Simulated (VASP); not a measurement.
Here is the system:

```
MgTe
1.0
    2.27374    -3.93823     0.00000
    2.27374     3.93823     0.00000
    0.00000     0.00000     7.39915
Mg Te
2 2
Cartesian
  2.27374  -1.31274   3.69831
  2.27374   1.31274   7.39789
  2.27374  -1.31274   6.48292
  2.27374   1.31274   2.78335
```

Level of theory: PBE GGA with D4 dispersion, VASP's PBE PAW potentials (set 64) (plane waves; VASP). Run with 520 eV cut-off, 6×6×4 Γ-centred mesh, tetrahedra with Blöchl corrections, potentials Mg Te.

The cores are frozen, which limits the accuracy of field gradients.

Problem. Give the principal components of the electric field gradient (V/Å²) and the asymmetry η at each nucleus.

Solution. 
```csv
atom,Vxx,Vyy,Vzz,η
Mg1,-0.2,-0.2,0.4,-
Mg2,-0.2,-0.2,0.4,-
Te3,-1.1,-1.1,2.1,0.00
Te4,-1.1,-1.1,2.1,0.00
```

The compound is MgTe in the wurtzite structure. It was relaxed first.
